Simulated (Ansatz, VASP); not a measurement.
**Ni (Nickel): VASP beside Ansatz**

One calculation is typed for both programs; each brings its own data sets. How far apart do they land? The cell is taken from a series of runs on this material, whose earlier steps may have relaxed, scaled, displaced or heated it; both programs get it as it stands.

Method: plane waves, with VASP 6.6.1 beside it; elastic constants at LDA, in Ansatz 0.2.0.

### 1. The structure

It takes space group Fm-3m (No. 225, cubic). Conventional cell: a = 3.501 Å, b = 3.501 Å, c = 3.501 Å, α = 90.00°, β = 90.00°, γ = 90.00°. Nearest to Ni lie 12 Ni at 2.48 Å.

### 2. Ansatz: elastic constants, LDA

Ansatz runs on its PAW soft_1 files.

Elastic constants are differences of stresses under small strains, so they test the stress and the mesh.

Contents of input.yaml:

```yaml
crystal:
  lattice:
    - [0.0, 1.7505654716, 1.7505654716]
    - [1.7505654716, 0.0, 1.7505654716]
    - [1.7505654716, 1.7505654716, 0.0]
  atoms:
    - { symbol: Ni, position: [0.0, 0.0, 0.0], spin: 0.77 }
kpoints:
  mp_grid: { grid: [10, 10, 10] }
hamiltonian:
  xc: lda
  pseudopotentials: { kind: paw, azcp: { folder: soft_1 }, xc_functional: pbe }
scf:
  occupations: { method: gaussian, width: 0.1 }
output:
  forces: true
  stress: true
  eigenvalues: true
  populations: true
basis:
  ecutwfc: 260.0
magnetization:
  spin_polarized: true
elastic:
  mode: relaxed_ion
  amplitude: 0.01
```

Started as:

```sh
> ansatz run input.yaml --threads 4 --pin off --max-ram 8192MiB --backend cpu --events-out ev --progress --plain --runs-dir out
```

Numbers of over 12 decimals in the logs are rounded to 6 here.

What it wrote:

```text
Warning: basis.ecutwfc = 260 eV is below the records' recommended 420 eV, and the density's cutoff is lower with it unless basis.ecutrho_ratio is high enough to keep the records' density cutoff: compare with a run at a higher cutoff
Engine: ansatz 0.2.0, x86_64-unknown-linux-gnu
Pseudopotentials: kind: paw
Pseudopotential: Ni, paw, valence charge 18, recommended cutoff 420 eV (normal), soft_1/Ni.paw.azcp
Functional definition: SPW92
  exchange = slater_x
  correlation = pw_c
Crystal: 1 atoms, lattice volume = 10.729 Å³
Basis set: ecut = 260 eV, 113 PW (Γ)
Bands: 14, of which v1, the nominal top of the filled ones, is band 9 counted from 1 (8 counted from 0)
Symmetry: 48 space group operations
Space group: Fm-3m (ITA 225), of the structure as read, at distance tolerance 2.2e-5 Å
Magnetic group: BNS 225.116 (UNI 1618), of the structure as read, at distance tolerance 2.2e-5 Å
k-points: 47 of 1000
Non-local potential: Ni, projectors of the file, l = 0: 3, l = 1: 2, l = 2: 3, l = 3: 1
PAW form: soft (Blöchl's): semilocal exchange-correlation on the pseudo side does not see the compensation charge
PAW frozen core: Ni, regenerated for the run's functional, and the local potential with it (the file was generated under x = pbe(κ = 0.804, μ = 0.219515), c = pbe(β = 0.066725))
PAW one-centre angular grid: Ni, 590 points (default); XC on 64 Gauss nodes
Initial density: superposition of atomic densities (chi_scale 0.1, normalization cell)
Starting moments: Σ|m| = 0.77 μB on 1 of 1 site
Initial wavefunctions: pseudopotential atomic-orbital guess
Functional: x = slater, c = lda
SCF 1 converged in 13 iterations: F = -5771.322102 eV  dr2 = 5.00e-12
  greatest PAW one-centre occupation: 1.004 electrons in one spin orbital (limit 2), on the Ni atom at site 0 (counted from 0), in its partial waves of l = 1
a single point of the input's cell can leave the moments in the input for a lower state (scf.lower_state_search): this run first made a single point of its cell. This run's own SCFs start from the density of the state that the single point found, with the moments in the input. The single point stayed on the moments in the input.
Initial density: read from a saved state, or passed on in memory by an earlier SCF of this step, an earlier step, the calling program or the single point that the run made first
Stability of the state it starts from, as read at its close in the collinear treatment: not read negative (Ritz values of 1 − χ₀K, real part plus size of imaginary part, from 0.67 to 0.85, by its mixing steps under the symmetry group of the SCF that read it); its run was given moments
Starting moments: Σ|m| = 0.77 μB on 1 of 1 site; this step starts from the density that it was given
iter 1 solved again at ethr=2.36e-9 eV; its pass at ethr=3.10e-3 eV (dr2=4.24e-7 eV) is discarded
SCF iter   1: F=—  HF=-5771.322102 eV  |F-HF|=—  |Δ(HF+E_count)|=         —  Δρ=1.24e-7 (↑2.99e-8 ↓1.24e-7)  dr2=1.33e-12  dr2_m=3.26e-13  M=0.669 μB ∫|m|=0.735 μB  β_m=0.65  ethr=2.36e-9  ⟨swp⟩=3.1  Hψ=9172  notcnv=0
eigensolver tolerance schedule: the retry pair's looser diagonalisation over-reported the residual by 318906.17 of it (diagonalisation noise at 0.32 of the residual, at the tolerance the schedule requests for it); recorded, not acted on — ethr = c·dr2/N_el stays at c = 1.0e-1
preconditioner: auto → none  [metal: Δε(μ)=0.006 eV  Ē_g=17.006 eV  σ=0.100 eV  W_gap=0.04  n_scr=0 (ndim 8)  ℏωp=35.8 eV  f_vac=0.000  D(μ)=1.98/eV (n_scr^D=26)]
SCF iter   2: F=—  HF=-5771.322102 eV  |F-HF|=—  |Δ(HF+E_count)|=  1.73e-11  Δρ=1.37e-7 (↑1.37e-7 ↓4.91e-8)  dr2=1.74e-12  dr2_m=1.91e-13  M=0.669 μB ∫|m|=0.735 μB  β_m=0.30  ethr=7.39e-15 (applied; sched 1.00e-12)  ⟨swp⟩=2.9  Hψ=2669  notcnv=0
SCF iter   3: F=—  HF=-5771.322102 eV  |F-HF|=—  |Δ(HF+E_count)|=  9.09e-13  Δρ=5.44e-8 (↑4.71e-8 ↓5.44e-8)  dr2=3.05e-14  dr2_m=2.47e-13  M=0.669 μB ∫|m|=0.735 μB  β_m=0.65  ethr=9.65e-15 (applied; sched 1.00e-12)  ⟨swp⟩=2.2  Hψ=1718  notcnv=0
SCF iter   4: F=—  HF=-5771.322102 eV  |F-HF|=—  |Δ(HF+E_count)|=  1.82e-12  Δρ=2.66e-8 (↑1.27e-8 ↓2.66e-8)  dr2=8.12e-14  dr2_m=8.18e-15  M=0.669 μB ∫|m|=0.735 μB  β_m=0.67  ethr=5.56e-16 (applied; sched 1.00e-12)  ⟨swp⟩=1.5  Hψ=1581  notcnv=0
SCF iter   5: F=-5771.322102 eV  HF=-5771.322102 eV  |F-HF|=9.09e-13  |Δ(HF+E_count)|=  1.82e-12  Δρ=1.84e-8 (↑9.47e-9 ↓1.84e-8)  dr2=4.30e-14  dr2_m=3.23e-15  M=0.669 μB ∫|m|=0.735 μB  ethr=1.00e-12  ⟨swp⟩=2.0  Hψ=3614  notcnv=0
SCF 2 converged in 5 iterations: F = -5771.322102 eV  dr2 = 4.30e-14
Crystal: 1 atoms, lattice volume = 10.515 Å³
Symmetry: 16 space group operations
k-points: 102 of 1000
Initial density: handed on by an earlier stage of this run
Initial wavefunctions: those handed on with the density
iter 1 solved again at ethr=2.38e-6 eV; its pass at ethr=3.10e-3 eV (dr2=4.28e-4 eV) is discarded
[...]
SCF iter   1: F=—  HF=-5771.346713 eV  |F-HF|=—  |Δ(HF+E_count)|=         —  Δρ=1.00e-3 (↑1.00e-3 ↓8.88e-4)  dr2=1.47e-5  dr2_m=3.08e-6  M=0.671 μB ∫|m|=0.736 μB  β_m=0.30  ethr=1.00e-12  ⟨swp⟩=8.7  Hψ=36572  notcnv=0  defer=26
[...]
SCF iter   9: F=-5771.346864 eV  HF=-5771.346864 eV  |F-HF|=1.82e-12  |Δ(HF+E_count)|=    0.00e0  Δρ=2.47e-8 (↑1.75e-8 ↓2.47e-8)  dr2=2.11e-14  dr2_m=2.01e-14  M=0.672 μB ∫|m|=0.737 μB  ethr=1.00e-12  ⟨swp⟩=3.1  Hψ=12434  notcnv=0
SCF 10 converged in 9 iterations: F = -5771.346864 eV  dr2 = 2.11e-14
WARN: the elastic stencil's two pairs of strained cells disagree: C11 (strain 11) reads 478.27 GPa from the cells at ±δ and 335.56 from those at ±2δ, which the stencil makes 525.84; C44 (strain 23) reads 164.63 GPa from the cells at ±δ and 170.15 from those at ±2δ, which the stencil makes 162.79; the limit is 2 % of the column's largest entry (no column's own pairs agree, so each is held to its own). A stress that is smooth and near linear over the cells gives both pairs one slope, so the constants of these columns, the constants that the crystal's symmetry builds from them and the moduli and the stability verdict built on them are in doubt. [rest of the remark cut]
SCF converged after 5 iterations
Magnetization: 0.6691 μB (9.3345 up, 8.6655 down)
Absolute magnetization: 0.7356 μB (∫|ρ↑−ρ↓|, with the PAW one-centre terms)
Spin contamination: 0.0047 ħ² per cell (⟨S²⟩ above its minimum at these occupations)
Per-site moments (μB) at R_I (Å): [(0.697358, 1.021215)]
Free energy (F): -5771.322102 eV
Harris-Foulkes:  -5771.322102 eV  (|F-HF|=9.09e-13)
Internal energy: -5771.312190 eV  (E = F + TS)
E sigma→0 (E₀):  -5771.317146 eV
Entropy (-TS):   -0.009912 eV (-9.912 meV/atom)
Fermi energy:    17.555209 eV
--- Per-component energies (eV) ---
  E_band       = -292.417350
  E_kinetic    = 341.669818
  E_local      = -2741.701359  (includes V_loc(G=0)·N_el)
  E_nonlocal   = -82.811404
  E_hartree    = 1495.849328
  E_xc         = -110.945355
  E_vxc        = -143.901751  (∫ρ·V_xc dr)
  E_paw        = -1618.976264  (= ΣΔE_a)
  E_vpaw       = -657.353994  (= ΣTr[D̂ρ^β])
  E_aug_tail   = -0.017331  (compensation charges beyond the density's cutoff)
  E_ewald      = -3054.813744
  E_core_change = 0.434121  (= ΣΔE_core)
  E_smearing   = -0.009912  (= −TS)
  E_closure    = -0.000000  (closes the sum)
  Σ components = -5771.322102   (vs F -5771.322102, Δ=0.00e0)
--- Forces (eV/Å), atoms counted from 1 ---
  atom   1  Ni    -0.00000000     0.00000000    -0.00000000
  max |Σ_I F_I| component: 1.19e-31 eV/Å
--- Stress (GPa, compression-positive) ---
        0.031369       0.000000       0.000000
        0.000000       0.031369      -0.000000
        0.000000       0.000000       0.031369
  P = ⅓ Tr σ = 0.0314 GPa (0.314 kbar)
--- Band table (eV; the first three rows and the last of 94) ---
  k-point 0 ↑: bands = [... 5 lower, 15.0732, 15.0732, 15.0732, 16.1990, 16.1990, 41.3829, 45.5225, 45.5225, ... 1 higher]
  k-point 1 ↑: bands = [... 5 lower, 15.0496, 15.1959, 15.1959, 16.2551, 16.2551, 39.6653, 42.8186, 44.6490, ... 1 higher]
  k-point 2 ↑: bands = [... 5 lower, 14.9144, 15.3133, 15.3133, 16.2604, 16.2604, 34.7061, 41.9167, 43.6078, ... 1 higher]
  k-point 46 ↓: bands = [... 5 lower, 14.6881, 15.6475, 16.9565, 17.8550, 24.1809, 27.2081, 27.6709, 29.3170, ... 1 higher]
--- Elastic constants: 2 strain directions × 4 members + reference (group order 48) ---
  dense FFT box of the reference and of every strained cell: 15×15×15
  strains applied: 11, 23; error gains: componentwise 1.00 (the most a stress slope's error grows in a printed constant), spectral 1.73 (1 for all six strains in a standard setting)
  C = ∂σ_k/∂η_j (tension-positive GPa; Voigt order 11 22 33 23 13 12):
       525.843    290.634    290.634      0.000     -0.000     -0.000
       290.634    525.843    290.634     -0.000      0.000     -0.000
       290.634    290.634    525.843     -0.000     -0.000      0.000
        -0.000      0.000      0.000    162.788      0.000     -0.000
        -0.000     -0.000      0.000     -0.000    162.788     -0.000
         0.000     -0.000      0.000     -0.000     -0.000    162.788
  reference stress σ⁰ (GPa):     -0.031     -0.031     -0.031      0.000     -0.000     -0.000
  C* (energy form; C + prestress term) asymmetry max|C*_kj − C*_jk| = 1.137e-13 GPa — a small one proves nothing (zero by symmetry where the batch's group is 432, −43m or m−3m); a large one is finite-difference/SCF noise where every solve meets its electron count
  moduli (Voigt/Reuss/Hill, GPa): K = 369.04/369.04/369.04   G = 144.71/141.10/142.91   E = 379.71   ν = 0.329
  mechanically stable: yes (min eigenvalue of sym C = 162.79 GPa)
  strain η (Voigt 11):  stress-route row diagonal C_11 = 525.84 GPa, energy-path curvature d²(F+E_count+ΔE)/dδ²/Ω₀ = 1436.41 GPa
    cells at ±δ against ±2δ: C11 478.27 and 335.56 GPa, apart by 27.14 % of the column's largest entry
         δ    σ_11 (GPa)             F (eV)   n_scf  n_hpsi   n_pw
    -2.000e-2      -4.6745       -5771.3320281       9   52925    113   relax 0 steps, max|allowed force component| 0.00e0 eV/Å
    -1.000e-2      -1.7431       -5771.3414425       8   69366    113   relax 0 steps, max|allowed force component| 0.00e0 eV/Å
     1.000e-2       7.8223       -5771.3541583       8   69419    113   relax 0 steps, max|allowed force component| 0.00e0 eV/Å
     2.000e-2       8.7477       -5771.3379114      10   54430    113   relax 0 steps, max|allowed force component| 0.00e0 eV/Å
  strain η (Voigt 23):  stress-route row diagonal C_44 = 162.79 GPa, energy-path curvature d²(F+E_count+ΔE)/dδ²/Ω₀ = 960.16 GPa
    cells at ±δ against ±2δ: C44 164.63 and 170.15 GPa, apart by 3.39 % of the column's largest entry
         δ    σ_23 (GPa)             F (eV)   n_scf  n_hpsi   n_pw
    -2.000e-2      -3.4031       -5771.3381900      10   96203    113   relax 0 steps, max|allowed force component| 0.00e0 eV/Å
    -1.000e-2      -1.6463       -5771.3468645       9  119724    113   relax 0 steps, max|allowed force component| 0.00e0 eV/Å
     1.000e-2       1.6463       -5771.3468645       9  119264    113   relax 0 steps, max|allowed force component| 0.00e0 eV/Å
     2.000e-2       3.4031       -5771.3381900      10   94765    113   relax 0 steps, max|allowed force component| 0.00e0 eV/Å
--- Löwdin populations: 1 site ---
  site symbol       q [e]    m [muB]
     0     Ni     17.8146     0.6892
  spilling = 0.010299 (of n_electrons = 18.000000)
```

(Part 1 of 2 ends here.)

[Lines on the potential files, build, host, timing and source positions are cut from VASP's logs without a mark.]

[Logs are printed without paths, hosts, clocks, repeated set-up lines and the standing remarks that a program may print on its own settings, such as how far it seeks lower states.]

[Hosts, paths, dates, database ids (printed as entryN), source tags and the programs' standing remarks are cut or masked in the printed files.]
